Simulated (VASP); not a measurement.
All values below come from LDA (Ceperley-Alder, Perdew-Zunger), VASP's LDA PAW potentials (set 64) (plane waves; VASP 6.6.1).

A VASP calculation is set up with these files.

**INCAR**
```
# general
SYSTEM   =  Al3Sc
PREC     =  Accurate
ENCUT    =  500
LREAL    =  .False.
LASPH    =  .True.

# electronic loop
EDIFF    =  1E-6
NELM     =  100
ALGO     =  Normal   # blocked Davidson
LMAXMIX  =  4

# smearing
ISMEAR   =  1   # Methfessel-Paxton
SIGMA    =  0.1   # width (eV)

# ions
IBRION   =  2   # conjugate gradients
NSW      =  40
ISIF     =  3
EDIFFG   =  -0.02
PSTRESS  =  300

# output
LWAVE    =  .False.
LCHARG   =  .False.
```

### POSCAR
```
Al3Sc
1
    3.8362563161     0.0000000000     0.0000000000
    0.0000000000     3.8362563161     0.0000000000
    0.0000000000     0.0000000000     3.8362563161
Sc Al
1 3
Direct
  0.0000000000   0.0000000000   0.0000000000
  0.0000000000   0.5000000000   0.5000000000
  0.5000000000   0.0000000000   0.5000000000
  0.5000000000   0.5000000000   0.0000000000
```

File KPOINTS:
```
Automatic mesh
0
Gamma
8 8 8
0 0 0
```

POTCAR, in this order: Sc_sv Al (LDA.64 set). Program: vasp_std.

What VASP printed:

File OSZICAR:
```
       N       E                     dE             d eps       ncg     rms          rms(c)
DAV:   1     0.117980156116E+03    0.11798E+03   -0.84582E+03   996   0.132E+03
DAV:   2    -0.136375268230E+02   -0.13162E+03   -0.12956E+03  1032   0.377E+02
DAV:   3    -0.214910426911E+02   -0.78535E+01   -0.74001E+01  1560   0.751E+01
DAV:   4    -0.216226245608E+02   -0.13158E+00   -0.13143E+00  1424   0.999E+00
DAV:   5    -0.216242426595E+02   -0.16181E-02   -0.16177E-02  1332   0.108E+00    0.128E+01
DAV:   6    -0.208771287529E+02    0.74711E+00   -0.35485E+00  1616   0.262E+01    0.513E+00
DAV:   7    -0.208093957729E+02    0.67733E-01   -0.70624E-02  1186   0.231E+00    0.265E+00
DAV:   8    -0.207862234145E+02    0.23172E-01   -0.28290E-02  1584   0.150E+00    0.248E-01
DAV:   9    -0.207857993509E+02    0.42406E-03   -0.25375E-03  1210   0.428E-01    0.120E-01
DAV:  10    -0.207857416065E+02    0.57744E-04   -0.27376E-04  1386   0.124E-01    0.716E-02
DAV:  11    -0.207857395646E+02    0.20419E-05   -0.20834E-05  1312   0.369E-02    0.721E-03
DAV:  12    -0.207857390783E+02    0.48633E-06   -0.24288E-06  1006   0.179E-02
   1 F= -.10214314E+02 E0= -.10214074E+02  d E =-.102143E+02
       N       E                     dE             d eps       ncg     rms          rms(c)
DAV:   1    -0.213002421572E+02   -0.51450E+00   -0.57565E+01  1058   0.141E+02    0.139E+01
DAV:   2    -0.195080513459E+02    0.17922E+01   -0.65216E+00  1336   0.459E+01    0.273E+00
DAV:   3    -0.193908691809E+02    0.11718E+00   -0.24429E-01  1410   0.735E+00    0.124E+00
DAV:   4    -0.193597337553E+02    0.31135E-01   -0.11131E-01  1136   0.254E+00    0.518E-01
DAV:   5    -0.193578259208E+02    0.19078E-02   -0.14885E-02  1552   0.170E+00    0.495E-01
DAV:   6    -0.193576506076E+02    0.17531E-03   -0.78639E-04  1142   0.294E-01    0.370E-02
DAV:   7    -0.193576472442E+02    0.33634E-05   -0.75333E-05  1574   0.136E-01    0.332E-02
DAV:   8    -0.193576476177E+02   -0.37351E-06   -0.13687E-06   762   0.122E-02
   2 F= -.10097164E+02 E0= -.10097196E+02  d E =0.117151E+00
       N       E                     dE             d eps       ncg     rms          rms(c)
DAV:   1    -0.211152461995E+02   -0.17576E+01   -0.22128E+01  1142   0.840E+01    0.893E+00
DAV:   2    -0.204115244279E+02    0.70372E+00   -0.59785E+00  1478   0.405E+01    0.128E+00
DAV:   3    -0.203516451652E+02    0.59879E-01   -0.20426E-01  1496   0.448E+00    0.780E-01
DAV:   4    -0.203361025979E+02    0.15543E-01   -0.41934E-02  1344   0.170E+00    0.326E-01
DAV:   5    -0.203358506147E+02    0.25198E-03   -0.90197E-03  1626   0.139E+00    0.206E-01
DAV:   6    -0.203354282510E+02    0.42236E-03   -0.34225E-03  1570   0.733E-01    0.272E-02
DAV:   7    -0.203354208549E+02    0.73961E-05   -0.48103E-05  1560   0.777E-02    0.111E-02
DAV:   8    -0.203354203541E+02    0.50077E-06   -0.14947E-05  1596   0.501E-02    0.270E-03
DAV:   9    -0.203354199333E+02    0.42084E-06   -0.11104E-06   586   0.163E-02
   3 F= -.10312774E+02 E0= -.10312651E+02  d E =-.984593E-01
```

**OUTCAR**
```
------------------------ aborting loop because EDIFF is reached ----------------------------------------
  FORCE on cell =-STRESS in cart. coord.  units (eV):
  Direction    XX          YY          ZZ          XY          YZ          ZX
  --------------------------------------------------------------------------------------
  Total        9.9519166      9.9519166      9.9519166      0.0000000     -0.0000000     -0.0000000
  in kB      297.8829052    297.8829052    297.8829052      0.0000000     -0.0000000     -0.0000000
  external PRESSURE =      -2.1170948 kB  Pullay stress =     300.0000000 kB
  volume of cell :       53.53
      direct lattice vectors                 reciprocal lattice vectors
     3.768691403  0.000000000 -0.000000000     0.265344092  0.000000000 -0.000000000
     0.000000000  3.768691403  0.000000000    -0.000000000  0.265344092 -0.000000000
     0.000000000  0.000000000  3.768691403     0.000000000 -0.000000000  0.265344092
 POSITION                                       TOTAL-FORCE (eV/Angst)
 -----------------------------------------------------------------------------------
      0.00000      0.00000      0.00000        -0.000000     -0.000000      0.000000
      0.00000      1.88435      1.88435        -0.000000     -0.000000      0.000000
      1.88435      0.00000      1.88435         0.000000      0.000000      0.000000
      1.88435      1.88435     -0.00000         0.000000      0.000000      0.000000
 -----------------------------------------------------------------------------------
    total drift:                               -0.000000     -0.000000     -0.000000
  FREE ENERGIE OF THE ION-ELECTRON SYSTEM (eV)
  ---------------------------------------------------
  free  energy   TOTEN  =       -20.3354199333 eV

  energy  without entropy=      -20.3350519050  energy(sigma->0) =      -20.33529726
  enthalpy is  TOTEN    =       -10.3127736628 eV   P V=       10.0226462705

 reached required accuracy - stopping structural energy minimisation
```
(Selected blocks of OUTCAR.)

CONTCAR:
```
Al3Sc
   1.00000000000000
     3.7686914025353664    0.0000000000000000   -0.0000000000000000
     0.0000000000000000    3.7686914025353664    0.0000000000000000
     0.0000000000000000    0.0000000000000000    3.7686914025353664
  Sc              Al
     1     3
Direct
     0.0000000000000000    0.0000000000000000    0.0000000000000000
     0.0000000000000000    0.5000000000000000    0.5000000000000000
     0.5000000000000000    0.0000000000000000    0.5000000000000000
     0.5000000000000000    0.5000000000000000    0.0000000000000000
```

Energy and stress use the plane-wave basis of the starting cell.

The compound is Al3Sc in the L1_2 structure. This run relaxes it under an external pressure of 30 GPa. Symmetry was kept, so distortions that lower it aren't found.
